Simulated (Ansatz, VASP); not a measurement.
# In6WO12 (In6WO12 (R-3)): VASP beside Ansatz

Aim: how closely do two programs agree when they are given the same cell, functional and k mesh? Of the first pair: The cell is taken from a series of runs on this material, whose earlier steps may have relaxed, scaled, displaced or heated it; both programs get it as it stands.

Program: Ansatz 0.2.0. Level of theory: plane waves, with VASP 6.6.1 beside it; single point at PBEsol. Results are calculated unless marked as measured.

**1. The starting structure**

The cell holds 57 atoms: 18 In, 3 W and 36 O. Its edges and angles: a = 9.520 Å, b = 9.520 Å, c = 8.949 Å, α = 90.0°, β = 90.0°, γ = 120.0°.

**2. VASP: single point, PBEsol, pair 1**

A single point gives forces, pressure and levels at one fixed geometry, so differences don't come from the geometry; what else differs is listed under the comparison.

Lines of VASP's logs that name or quote its potential files are left out, and so is its time.

Contents of INCAR:

```
SYSTEM = In6WO12
PREC = Accurate
ENCUT = 520
EDIFF = 1E-06
NELM = 120
ISMEAR = -1
SIGMA = 0.01
LREAL = Auto
ALGO = Normal
GGA = PS
NBANDS = 280
LASPH = .TRUE.
LORBIT = 11
LWAVE = .FALSE.
LCHARG = .FALSE.
ISIF = 2
ISYM = 2
GGA_COMPAT = .FALSE.
EFERMI = MIDGAP
NCORE = 2
```

Contents of POSCAR:

```
In6WO12
1.0
    9.5198765150      0.0000000000      0.0000000000
   -4.7599382575      8.2444549029      0.0000000460
    0.0000000000     -0.0000000499      8.9494161692
In W O
18 3 36
Direct
    0.1170731738      0.4170090831      0.0224646665
    0.4504065071      0.0836757498      0.6891313332
    0.7837398405      0.7503424164      0.3557979998
    0.2999359093      0.8829268262      0.0224646665
    0.6332692426      0.5495934929      0.6891313332
    0.9666025760      0.2162601595      0.3557979998
    0.2496575836      0.0333974240      0.3557979998
    0.5829909169      0.7000640907      0.0224646665
    0.9163242502      0.3667307574      0.6891313332
    0.2162601595      0.2496575836      0.6442020002
    0.5495934929      0.9163242502      0.3108686668
    0.8829268262      0.5829909169      0.9775353335
    0.0333974240      0.7837398405      0.6442020002
    0.3667307574      0.4504065071      0.3108686668
    0.7000640907      0.1170731738      0.9775353335
    0.0836757498      0.6332692426      0.3108686668
    0.4170090831      0.2999359093      0.9775353335
    0.7503424164      0.9666025760      0.6442020002
    0.0000000000      0.0000000000      1.0000000000
    0.3333333333      0.6666666667      0.6666666667
    0.6666666667      0.3333333333      0.3333333333
    0.1339617331      0.4478814076      0.2718562262
    0.4672950664      0.1145480743      0.9385228929
    0.8006283997      0.7812147410      0.6051895596
    0.3139196746      0.8660382669      0.2718562262
    0.6472530079      0.5327049336      0.9385228929
    0.9805863412      0.1993716003      0.6051895596
    0.2187852590      0.0194136588      0.6051895596
    0.5521185924      0.6860803254      0.2718562262
    0.8854519257      0.3527469921      0.9385228929
    0.1993716003      0.2187852590      0.3948104404
    0.5327049336      0.8854519257      0.0614771071
    0.8660382669      0.5521185924      0.7281437738
    0.0194136588      0.8006283997      0.3948104404
    0.3527469921      0.4672950664      0.0614771071
    0.6860803254      0.1339617331      0.7281437738
    0.1145480743      0.6472530079      0.0614771071
    0.4478814076      0.3139196746      0.7281437738
    0.7812147410      0.9805863412      0.3948104404
    0.1733152728      0.4902681715      0.7856285023
    0.5066486061      0.1569348382      0.4522951690
    0.8399819394      0.8236015049      0.1189618357
    0.1569348382      0.6502862321      0.5477048310
    0.4902681715      0.3169528988      0.2143714977
    0.8236015049      0.9836195654      0.8810381643
    0.0163804346      0.8399819394      0.8810381643
    0.3497137679      0.5066486061      0.5477048310
    0.6830471012      0.1733152728      0.2143714977
    0.1600180606      0.1763984951      0.8810381643
    0.4933513939      0.8430651618      0.5477048310
    0.8266847272      0.5097318285      0.2143714977
    0.1763984951      0.0163804346      0.1189618357
    0.5097318285      0.6830471012      0.7856285023
    0.8430651618      0.3497137679      0.4522951690
    0.3169528988      0.8266847272      0.7856285023
    0.6502862321      0.4933513939      0.4522951690
    0.9836195654      0.1600180606      0.1189618357
```

Contents of KPOINTS:

```
Points of the shifted mesh
1
Reciprocal
 0.2500000000  0.2500000000  0.2500000000 1
```

The projector-augmented-wave data sets are In_d, W and O (PBE family, release 64).

Run with:

```console
mpirun -np 8 vasp_std
```

Numbers of over 12 decimals in the logs are rounded to 6 here.

What it wrote:

```text
[banner, memory and clock lines left out]
running    8 mpi-ranks, on    1 nodes
[...]
|                                                                             |
|               ----> ADVICE to this user running VASP <----                  |
|                                                                             |
|     You enforced a specific xc type in the INCAR file but a different       |
|     [... a line on the potential file left out ...]
|     I HOPE YOU KNOW WHAT YOU ARE DOING!                                     |
|                                                                             |

 LDA part: xc-table for (Slater+PW92), standard interpolation
 POSCAR, INCAR and KPOINTS ok, starting setup
[...]
entering main loop
       N       E                     dE             d eps       ncg     rms          rms(c)
DAV:   1     0.855666530072E+04    0.85567E+04   -0.19187E+05   560   0.230E+03
DAV:   2     0.190909333592E+04   -0.66476E+04   -0.63812E+04   560   0.711E+02
DAV:   3    -0.115064297712E+03   -0.20242E+04   -0.18782E+04   584   0.329E+02
DAV:   4    -0.438448565991E+03   -0.32338E+03   -0.31556E+03   760   0.132E+02
[...]
DAV:  16    -0.381480704028E+03    0.64309E-05   -0.12131E-04   824   0.295E-02    0.349E-02
DAV:  17    -0.381480702840E+03    0.11877E-05   -0.91555E-06   672   0.911E-03    0.160E-02
DAV:  18    -0.381480702293E+03    0.54766E-06   -0.24410E-06   376   0.429E-03
   1 F= -.38148070E+03 E0= -.38148070E+03  d E =0.000000E+00
```

Parts of OUTCAR (step 2):

```text
  Total        3.3005864      3.3005864      4.0742384     -0.0000006     -0.0000000      0.0000000
  in kB        7.5285914      7.5285914      9.2932807     -0.0000013     -0.0000000      0.0000000
  external PRESSURE =       8.1168211 kB  Pullay stress =       0.0000000 kB

 POSITION                                       TOTAL-FORCE (eV/Angst)
 -----------------------------------------------------------------------------------
     -0.87042      3.43801      0.20105        -0.007009     -0.006216     -0.009213
      3.88952      0.68986      6.16732        -0.007009     -0.006216     -0.009213
      3.88952      6.18616      3.18418        -0.007009     -0.006216     -0.009213
     -1.34732      7.27925      0.20105        -0.001879      0.009178     -0.009213
      3.41261      4.53110      6.16732        -0.001879      0.009178     -0.009213
      8.17255      1.78295      3.18418        -0.001879      0.009178     -0.009213
      2.21774      0.27534      3.18418         0.008888     -0.002962     -0.009213
      2.21774      5.77165      0.20105         0.008888     -0.002962     -0.009213
      6.97768      3.02350      6.16732         0.008888     -0.002962     -0.009213
      0.87042      2.05829      5.76523         0.007009      0.006216      0.009213
      0.87042      7.55459      2.78209         0.007009      0.006216      0.009213
      5.63035      4.80644      8.74837         0.007009      0.006216      0.009213
     -3.41261      6.46151      5.76523         0.001879     -0.009178      0.009213
      1.34732      3.71336      2.78209         0.001879     -0.009178      0.009213
[...]
-----------------------------------------------------------------------------------
    total drift:                                0.000000      0.000000      0.000000

  FREE ENERGIE OF THE ION-ELECTRON SYSTEM (eV)
  ---------------------------------------------------
  free  energy   TOTEN  =      -381.4807022926 eV

  energy  without entropy=     -381.4807022926  energy(sigma->0) =     -381.48070229

[... 2 further parts left out ...]
[key lines of the parts left out:]
E-fermi :   6.4562
```

The run ends at a pressure of 0.81 GPa, with forces up to 0.17 eV/Å.

**3. Ansatz: single point, PBEsol, pair 1**

Ansatz runs on its default PAW (the set named soft_2) files.

The same cell, functional, mesh and smearing now go to Ansatz.

Contents of input.yaml:

```yaml
crystal:
  lattice:
    - [9.519876515, 0.0, 0.0]
    - [-4.7599382575, 8.2444549029, 4.6e-08]
    - [0.0, -4.99e-08, 8.9494161692]
  atoms:
    - { symbol: In, position: [0.1170731738, 0.4170090831, 0.0224646665] }
    - { symbol: In, position: [0.4504065071, 0.0836757498, 0.6891313332] }
    - { symbol: In, position: [0.7837398405, 0.7503424164, 0.3557979998] }
    - { symbol: In, position: [0.2999359093, 0.8829268262, 0.0224646665] }
    - { symbol: In, position: [0.6332692426, 0.5495934929, 0.6891313332] }
    - { symbol: In, position: [0.966602576, 0.2162601595, 0.3557979998] }
    - { symbol: In, position: [0.2496575836, 0.033397424, 0.3557979998] }
    - { symbol: In, position: [0.5829909169, 0.7000640907, 0.0224646665] }
    - { symbol: In, position: [0.9163242502, 0.3667307574, 0.6891313332] }
    - { symbol: In, position: [0.2162601595, 0.2496575836, 0.6442020002] }
    - { symbol: In, position: [0.5495934929, 0.9163242502, 0.3108686668] }
    - { symbol: In, position: [0.8829268262, 0.5829909169, 0.9775353335] }
    - { symbol: In, position: [0.033397424, 0.7837398405, 0.6442020002] }
    - { symbol: In, position: [0.3667307574, 0.4504065071, 0.3108686668] }
    - { symbol: In, position: [0.7000640907, 0.1170731738, 0.9775353335] }
    - { symbol: In, position: [0.0836757498, 0.6332692426, 0.3108686668] }
    - { symbol: In, position: [0.4170090831, 0.2999359093, 0.9775353335] }
    - { symbol: In, position: [0.7503424164, 0.966602576, 0.6442020002] }
    - { symbol: W, position: [0.0, 0.0, 0.0] }
    - { symbol: W, position: [0.3333333333, 0.6666666667, 0.6666666667] }
    - { symbol: W, position: [0.6666666667, 0.3333333333, 0.3333333333] }
    - { symbol: O, position: [0.1339617331, 0.4478814076, 0.2718562262] }
    - { symbol: O, position: [0.4672950664, 0.1145480743, 0.9385228929] }
    - { symbol: O, position: [0.8006283997, 0.781214741, 0.6051895596] }
    - { symbol: O, position: [0.3139196746, 0.8660382669, 0.2718562262] }
    - { symbol: O, position: [0.6472530079, 0.5327049336, 0.9385228929] }
    - { symbol: O, position: [0.9805863412, 0.1993716003, 0.6051895596] }
    - { symbol: O, position: [0.218785259, 0.0194136588, 0.6051895596] }
    - { symbol: O, position: [0.5521185924, 0.6860803254, 0.2718562262] }
    - { symbol: O, position: [0.8854519257, 0.3527469921, 0.9385228929] }
    - { symbol: O, position: [0.1993716003, 0.218785259, 0.3948104404] }
    - { symbol: O, position: [0.5327049336, 0.8854519257, 0.0614771071] }
    - { symbol: O, position: [0.8660382669, 0.5521185924, 0.7281437738] }
    - { symbol: O, position: [0.0194136588, 0.8006283997, 0.3948104404] }
    - { symbol: O, position: [0.3527469921, 0.4672950664, 0.0614771071] }
    - { symbol: O, position: [0.6860803254, 0.1339617331, 0.7281437738] }
    - { symbol: O, position: [0.1145480743, 0.6472530079, 0.0614771071] }
    - { symbol: O, position: [0.4478814076, 0.3139196746, 0.7281437738] }
    - { symbol: O, position: [0.781214741, 0.9805863412, 0.3948104404] }
    - { symbol: O, position: [0.1733152728, 0.4902681715, 0.7856285023] }
    - { symbol: O, position: [0.5066486061, 0.1569348382, 0.452295169] }
    - { symbol: O, position: [0.8399819394, 0.8236015049, 0.1189618357] }
    - { symbol: O, position: [0.1569348382, 0.6502862321, 0.547704831] }
    - { symbol: O, position: [0.4902681715, 0.3169528988, 0.2143714977] }
    - { symbol: O, position: [0.8236015049, 0.9836195654, 0.8810381643] }
    - { symbol: O, position: [0.0163804346, 0.8399819394, 0.8810381643] }
    - { symbol: O, position: [0.3497137679, 0.5066486061, 0.547704831] }
    - { symbol: O, position: [0.6830471012, 0.1733152728, 0.2143714977] }
    - { symbol: O, position: [0.1600180606, 0.1763984951, 0.8810381643] }
    - { symbol: O, position: [0.4933513939, 0.8430651618, 0.547704831] }
    - { symbol: O, position: [0.8266847272, 0.5097318285, 0.2143714977] }
    - { symbol: O, position: [0.1763984951, 0.0163804346, 0.1189618357] }
    - { symbol: O, position: [0.5097318285, 0.6830471012, 0.7856285023] }
    - { symbol: O, position: [0.8430651618, 0.3497137679, 0.452295169] }
    - { symbol: O, position: [0.3169528988, 0.8266847272, 0.7856285023] }
    - { symbol: O, position: [0.6502862321, 0.4933513939, 0.452295169] }
    - { symbol: O, position: [0.9836195654, 0.1600180606, 0.1189618357] }
basis:
  ecutwfc: 420
  xc_grid: 2
hamiltonian:
  xc: pbesol
kpoints:
  mp_grid: { grid: [1, 1, 1], shift: [0.25, 0.25, 0.25] }
scf:
  occupations: { method: fermi_dirac, width: 0.01 }
  max_iter: 80
```

Run with:

```console
ansatz run input.yaml --threads 4 --pin off --max-ram 7536MiB --backend cpu --events-out ev --progress --plain --runs-dir out
```

What it wrote:

```text
Engine: ansatz 0.2.0, aarch64-unknown-linux-gnu
Pseudopotentials: kind: paw
Pseudopotential: In, paw, valence charge 13, recommended cutoff 420 eV (normal), In.paw.azcp
Pseudopotential: W, paw, valence charge 14, recommended cutoff 420 eV (normal), W.paw.azcp
Pseudopotential: O, paw, valence charge 6, recommended cutoff 420 eV (normal), O.paw.azcp
Functional definition: PBEsol
  exchange = pbesol_x
  correlation = pbesol_c
Crystal: 57 atoms, lattice volume = 702.406 Å³
Basis set: ecut = 420 eV, 13709 PW (Γ), exchange–correlation on 128×128×120 points (8 copies of the dense FFT grid, shifted against one another)
Bands: 303, of which v1, the nominal top of the filled ones, is band 246 counted from 1 (245 counted from 0)
Symmetry: 6 space group operations
k-points: 1
Non-local potential: In, projectors of the file, l = 0: 2, l = 1: 2, l = 2: 2, l = 3: 2
Non-local potential: W, projectors of the file, l = 0: 3, l = 1: 2, l = 2: 2, l = 3: 1
Non-local potential: O, projectors of the file, l = 0: 2, l = 1: 2, l = 2: 1
PAW form: soft (Blöchl's): semilocal exchange-correlation on the pseudo side does not see the compensation charge
PAW frozen core: In, regenerated for the run's functional, and the local potential with it (the file was generated under x = pbe(κ = 0.804, μ = 0.219515), c = pbe(β = 0.066725))
PAW frozen core: W, regenerated for the run's functional, and the local potential with it (the file was generated under x = pbe(κ = 0.804, μ = 0.219515), c = pbe(β = 0.066725))
PAW frozen core: O, regenerated for the run's functional, and the local potential with it (the file was generated under x = pbe(κ = 0.804, μ = 0.219515), c = pbe(β = 0.066725))
PAW one-centre angular grid: In, 590 points (default); XC on 64 Gauss nodes
PAW one-centre angular grid: W, 590 points (default); XC on 64 Gauss nodes
PAW one-centre angular grid: O, 110 points (default); XC on 64 Gauss nodes
Initial density: superposition of atomic densities (neutral atoms: chi_scale 0, normalization atom), corrected by the library's trained network
Initial wavefunctions: pseudopotential atomic-orbital guess
Functional: x = pbesol(κ = 0.804, μ = 0.123457), c = pbesol(β = 0.046)
SCF iter   1: F=—  HF=-150425.439819 eV  |F-HF|=—  |Δ(HF+E_count)|=         —  Δρ=1.68e-2  dr2=1.60e0  ethr=1.77e-3  ⟨swp⟩=6.0  Hψ=1233  notcnv=0
preconditioner: auto → Resta (q_TF=auto, 2.571 Å⁻¹)  ε∞=5.0  [insulator: Δε(μ)=3.017 eV  Ē_g=15.105 eV  σ=0.010 eV  W_gap=1.00  n_scr=198 (ndim 8)  ℏωp=30.3 eV  f_vac=0.035  D(μ)=0.00/eV (n_scr^D=0)  ε∞_Penn≈5.0]
SCF iter   2: F=—  HF=-150425.038634 eV  |F-HF|=—  |Δ(HF+E_count)|=   4.01e-1  Δρ=3.59e-3  dr2=9.60e-2  ethr=3.24e-4  ⟨swp⟩=2.0  Hψ=458  notcnv=0  defer=47
SCF iter   3: F=—  HF=-150425.020640 eV  |F-HF|=—  |Δ(HF+E_count)|=   1.80e-2  Δρ=1.43e-3  dr2=1.24e-2  ethr=1.95e-5  ⟨swp⟩=3.0  Hψ=379  notcnv=0  defer=29
automatic band count: iteration 3 solves 285 bands in place of 303: the levels show a gap, and the empty bands left out lie too high to hold charge; the band table lists the bands solved (type scf.n_extra_bands for more)
SCF iter   4: F=—  HF=-150425.019429 eV  |F-HF|=—  |Δ(HF+E_count)|=   1.21e-3  Δρ=5.15e-4  dr2=1.98e-3  ethr=2.51e-6  ⟨swp⟩=3.0  Hψ=496  notcnv=0  defer=29
SCF iter   5: F=—  HF=-150425.019685 eV  |F-HF|=—  |Δ(HF+E_count)|=   2.56e-4  Δρ=3.43e-4  dr2=7.19e-4  ethr=4.03e-7  ⟨swp⟩=2.0  Hψ=481  notcnv=0  defer=29
SCF iter   6: F=—  HF=-150425.019664 eV  |F-HF|=—  |Δ(HF+E_count)|=   2.14e-5  Δρ=6.53e-5  dr2=3.45e-5  ethr=1.46e-7  ⟨swp⟩=2.0  Hψ=470  notcnv=0  defer=29
SCF iter   7: F=—  HF=-150425.019854 eV  |F-HF|=—  |Δ(HF+E_count)|=   1.90e-4  Δρ=2.41e-5  dr2=4.35e-6  ethr=7.01e-9  ⟨swp⟩=2.0  Hψ=393  notcnv=0  defer=29
SCF iter   8: F=—  HF=-150425.019858 eV  |F-HF|=—  |Δ(HF+E_count)|=   3.83e-6  Δρ=1.22e-5  dr2=9.01e-7  ethr=1.43e-10  ⟨swp⟩=3.0  Hψ=643  notcnv=0
SCF iter   9: F=-150425.019858 eV  HF=-150425.019858 eV  |F-HF|=2.95e-8  |Δ(HF+E_count)|=   1.23e-8  Δρ=5.17e-6  dr2=1.54e-7  ethr=1.43e-10  ⟨swp⟩=3.0  Hψ=538  notcnv=0
SCF 1 converged in 9 iterations: F = -150425.019858 eV  dr2 = 1.54e-7
  greatest PAW one-centre occupation: 1.000 electrons in one spin orbital (limit 2), on the W atom at site 20 (counted from 0), in its partial waves of l = 0
SCF converged after 9 iterations
Free energy (F): -150425.019858 eV
Harris-Foulkes:  -150425.019858 eV  (|F-HF|=2.95e-8)
Internal energy: -150425.019858 eV  (E = F + TS)
E sigma→0 (E₀):  -150425.019858 eV
Fermi energy:    10.509785 eV
--- Per-component energies (eV) ---
  E_band       = -597.609036
  E_kinetic    = 12047.937955
  E_local      = -32349.254759  (includes V_loc(G=0)·N_el)
  E_nonlocal   = 8445.768868
  E_hartree    = 12184.482724
  E_xc         = -7223.233250
  E_vxc        = -5837.584616  (∫ρ·V_xc dr)
  E_paw        = -104409.250252  (= ΣΔE_a)
  E_vpaw       = -7273.525218  (= ΣTr[D̂ρ^β])
  E_aug_tail   = 0.087498  (compensation charges beyond the density's cutoff)
  E_ewald      = -39127.740628
  E_core_change = 6.181986  (= ΣΔE_core)
  E_smearing   = -0.000000  (= −TS)
  E_closure    = -0.000000  (closes the sum)
  Σ components = -150425.019858   (vs F -150425.019858, Δ=0.00e0)
```

Reading the cycles: dr2 is the Hartree energy of the density residual (eV), the measure of convergence; HF is the Harris–Foulkes estimate of the energy, which meets the free energy F at convergence.

**4. Comparison**

Known differences besides the potentials themselves: the data sets hold 492 valence electrons in Ansatz (on its default PAW (the set named soft_2) files) and 468 in VASP; the cutoff is 420 eV in Ansatz and 520 eV in VASP (PREC = Accurate, projectors in real space); Ansatz makes its cores anew for this functional, VASP keeps those of its PBE data sets. Total energies have different zeros and are not compared.

Both answers:

| quantity | Ansatz | VASP | difference |
| --- | --- | --- | --- |
| gap on the k mesh (eV) | 3.142 | 3.060 | +0.082 |

A gap on the mesh is an upper bound, since the band edges may lie between its points; neither run holds spin-orbit coupling, which can move the band edges of a compound of W.

**5. Ansatz: relaxation, PBEsol**

The two programs are compared at the cell with which this relaxation starts, whose forces are those of its first step.

The structure compared here is the start of the Ansatz relaxation; VASP solves that cell, so the two are compared at the walk's first step.

Changes to input.yaml since step 3:

```diff
@@ -73 +73,12 @@
   max_iter: 80
+output:
+  forces: true
+relax:
+  f_tol: 0.01
+  max_steps: 60
+  escape_saddle: false
+checkpoint:
+  write: "../pristine.symmetric.run"
+  compress: false
+  write_wavefunctions: false
+  write_every: 100000
```

What it wrote:

```text
[...]
Crystal: 57 atoms, lattice volume = 702.406 Å³
Basis set: ecut = 420 eV, 13709 PW (Γ), exchange–correlation on 128×128×120 points (8 copies of the dense FFT grid, shifted against one another)
Bands: 303, of which v1, the nominal top of the filled ones, is band 246 counted from 1 (245 counted from 0)
Symmetry: 6 space group operations
k-points: 1
[...]
- { symbol: O, position: [0.647534, 0.532698, 0.938761] }
    - { symbol: O, position: [0.980868, 0.199365, 0.605428] }
    - { symbol: O, position: [0.218438, 0.019344, 0.605863] }
    - { symbol: O, position: [0.551772, 0.686010, 0.272529] }
[...]
- { symbol: O, position: [0.842058, 0.347846, 0.452553] }
    - { symbol: O, position: [0.318336, 0.827221, 0.785808] }
    - { symbol: O, position: [0.651669, 0.493888, 0.452475] }
    - { symbol: O, position: [0.985003, 0.160554, 0.119141] }
[key lines of the parts left out:]
SCF converged after 6 iterations
Free energy (F): -150425.023546 eV
Fermi energy:    10.512336 eV
```

(Continued in part 2 of 3.)

[Lines on the potential files, build, host, timing and source positions are cut from VASP's logs without a mark.]

[Logs are printed without paths, hosts, clocks, repeated set-up lines and the standing remarks that a program may print on its own settings, such as how far it seeks lower states.]

[Hosts, paths, dates, database ids (printed as entryN), source tags and the programs' standing remarks are cut or masked in the printed files.]
